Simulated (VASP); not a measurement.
All values below come from PBE GGA, VASP's PBE PAW potentials (set 64) (plane waves; VASP).

A VASP calculation is set up with these files.

**INCAR**
```
LWAVE = .FALSE.
GGA = PE
SIGMA = 0.136
ALGO = Normal
LCHARG = .FALSE.
EDIFF = 1E-6
ISIF = 2   # forces and stress, cell fixed
PREC = Accurate
SYSTEM = Be
NELM = 100   # most electronic steps
ENCUT = 300
ISMEAR = 0
LASPH = .TRUE.
LREAL = .FALSE.
```

File POSCAR:
```
Be
1
    2.3197280000     0.0000000000     0.0000000000
   -1.1598640000     2.0089430000     0.0000000000
    0.0000000000     0.0000000000     7.4637400000
Be
4
Direct
  0.0000000000   0.0000000000   0.0000000000
  0.0000000000   0.0000000000   0.5000000000
  0.3333330000   0.6666670000   0.2500000000
  0.6666670000   0.3333330000   0.7500000000
```

File KPOINTS:
```
Automatic
0
G
16 16 5
```

POTCAR, in this order: Be (PBE.64 set). Program: vasp_std.

Output

**OUTCAR**
```
 ion  position               nearest neighbor table
   1  0.000  0.000  0.000-   3 2.30   4 2.30   3 2.30   4 2.30   4 2.30   3 2.30
   2  0.000  0.000  0.500-   3 2.30   4 2.30   3 2.30   4 2.30   4 2.30   3 2.30
   3  0.333  0.667  0.250-   1 2.30   2 2.30   1 2.30   2 2.30   1 2.30   2 2.30
   4  0.667  0.333  0.750-   1 2.30   2 2.30   1 2.30   2 2.30   1 2.30   2 2.30
  LATTYP: Found a hexagonal cell.
 ALAT       =     2.3197280000
 C/A-ratio  =     3.2175065352
 Subroutine PRICEL returns:
 Original cell was already a primitive cell.
 Subroutine GETGRP returns: Found 24 space group operations
The static configuration has the point symmetry D_3d.
 The point group associated with its full space group is D_6h.
The dynamic configuration has the point symmetry D_3d.
 Subroutine INISYM returns: Found 24 space group operations
 Subroutine IBZKPT returns following result:
 Found     90 irreducible k-points:

 Following reciprocal coordinates:
            Coordinates               Weight
  0.000000  0.000000  0.000000      1.000000
  0.062500  0.000000  0.000000      6.000000
  0.125000  0.000000  0.000000      6.000000
  0.187500  0.000000  0.000000      6.000000
  0.250000  0.000000  0.000000      6.000000
...
```

File OSZICAR:
```
       N       E                     dE             d eps       ncg     rms          rms(c)
DAV:   1    -0.487503969102E+01   -0.48750E+01   -0.26188E+03  1456   0.542E+02
DAV:   2    -0.148566488774E+02   -0.99816E+01   -0.96232E+01  2304   0.674E+01
DAV:   3    -0.149314252061E+02   -0.74776E-01   -0.74753E-01  2016   0.688E+00
DAV:   4    -0.149315926624E+02   -0.16746E-03   -0.16746E-03  2392   0.278E-01
DAV:   5    -0.149315927055E+02   -0.43081E-07   -0.42513E-07  2000   0.252E-03    0.150E+00
DAV:   6    -0.148647997781E+02    0.66793E-01   -0.68662E-03  1808   0.108E+00    0.916E-01
DAV:   7    -0.148360866893E+02    0.28713E-01   -0.77350E-03  1760   0.113E+00    0.330E-02
DAV:   8    -0.148360387798E+02    0.47910E-04   -0.10920E-04  2232   0.734E-02    0.116E-02
DAV:   9    -0.148360381214E+02    0.65840E-06   -0.28844E-06  2088   0.164E-02
   1 F= -.14836038E+02 E0= -.14835058E+02  d E =-.196042E-02
```

OUTCAR:
```
------------------------ aborting loop because EDIFF is reached ----------------------------------------
  FORCE on cell =-STRESS in cart. coord.  units (eV):
  Direction    XX          YY          ZZ          XY          YZ          ZX
  --------------------------------------------------------------------------------------
  Total       -1.8392507     -1.8392500     -2.8029515      0.0000000     -0.0000000      0.0000000
  in kB      -84.7208562    -84.7208243   -129.1115192      0.0000000     -0.0000000      0.0000000
  external PRESSURE =     -99.5177332 kB  Pullay stress =       0.0000000 kB
  volume of cell :       34.78
      direct lattice vectors                 reciprocal lattice vectors
     2.319728000  0.000000000  0.000000000     0.431085024  0.248887101  0.000000000
    -1.159864000  2.008943000  0.000000000     0.000000000  0.497774203  0.000000000
     0.000000000  0.000000000  7.463740000     0.000000000  0.000000000  0.133981087
 POSITION                                       TOTAL-FORCE (eV/Angst)
 -----------------------------------------------------------------------------------
      0.00000      0.00000      0.00000        -0.000000      0.000000     -0.000000
      0.00000      0.00000      3.73187        -0.000000      0.000000     -0.000000
     -0.00000      1.33930      1.86593        -0.000000      0.000000      0.000000
      1.15987      0.66965      5.59780         0.000000      0.000000      0.000000
 -----------------------------------------------------------------------------------
    total drift:                                0.000000     -0.000000     -0.000000
  FREE ENERGIE OF THE ION-ELECTRON SYSTEM (eV)
  ---------------------------------------------------
  free  energy   TOTEN  =       -14.8360381214 eV

  energy  without entropy=      -14.8340776978  energy(sigma->0) =      -14.83505791
```
(Selected blocks of OUTCAR.)

At this cut-off the stress carries a Pulay error, which pulls relaxed volumes low.

The structure was generated: Be was put into an ordered model structure, which need not be its known phase. The cell was not relaxed at this level.
